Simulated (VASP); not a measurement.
An input for Quantum ESPRESSO's pw.x (written as the equivalent of a VASP run, and not itself run):

```
&CONTROL
  calculation = 'vc-relax'
  pseudo_dir = './pseudo'
  outdir = './out'
  tprnfor = .true.
  tstress = .true.
  nstep = 60
  forc_conv_thr = 0.00078
/
&SYSTEM
  ibrav = 0
  nat = 4
  ntyp = 1
  ecutwfc = 80
  occupations = 'smearing'
  smearing = 'methfessel-paxton'
  degauss = 0.00735
  input_dft = 'pbesol'
/
&ELECTRONS
  conv_thr = 7.3e-08
  electron_maxstep = 100
/
&IONS
/
&CELL
/
ATOMIC_SPECIES
  Ga 69.723 Ga.upf
CELL_PARAMETERS angstrom
     2.2331244   -3.7892274   -0.0000000
     2.2331244    3.7892274    0.0000000
     0.0000000    0.0000000    4.4727949
ATOMIC_POSITIONS crystal
  Ga   0.1554701  0.8445299  0.9188662
  Ga   0.3445299  0.6554701  0.4188662
  Ga   0.6554701  0.3445299  0.5811338
  Ga   0.8445299  0.1554701  0.0811338
K_POINTS automatic
  7 7 6 0 0 0
```

Write the VASP files for the same calculation (PBEsol).

Several could match; the one computed here: 
File POSCAR:
```
Ga
1
    2.2331244483    -3.7892274318    -0.0000000000
    2.2331244483     3.7892274318     0.0000000000
    0.0000000000     0.0000000000     4.4727948927
Ga
4
Direct
  0.1554701435   0.8445298565   0.9188662037
  0.3445298565   0.6554701435   0.4188662037
  0.6554701435   0.3445298565   0.5811337963
  0.8445298565   0.1554701435   0.0811337963
```

### KPOINTS
```
Automatic mesh
0
Gamma
7 7 6
0 0 0
```

INCAR:
```
SYSTEM = Ga
PREC = Accurate
ENCUT = 400
EDIFF = 1E-6
NELM = 100
ALGO = Normal
LREAL = .FALSE.
LASPH = .TRUE.
ISMEAR = 1
SIGMA = 0.1
GGA = PS
LMAXMIX = 4
LWAVE = .FALSE.
LCHARG = .FALSE.
IBRION = 2
ISIF = 3
NSW = 60
EDIFFG = -0.02
```

POTCAR, in this order: Ga_d (PBE.64 set). Program: vasp_std.

What does not carry over: the potentials are each code's own (VASP's PAW set, PseudoDojo norm-conserving files in pw.x), so ENCUT and ecutwfc are chosen apart and not converted; conv_thr bounds pw.x's estimated SCF error, while EDIFF bounds the energy change between steps; forc_conv_thr acts on force components and is met together with etot_conv_thr.

The compound is Ga in the alpha structure. This run relaxes it. Symmetry was kept, so distortions that lower it aren't found. The start is the result of an earlier pass.
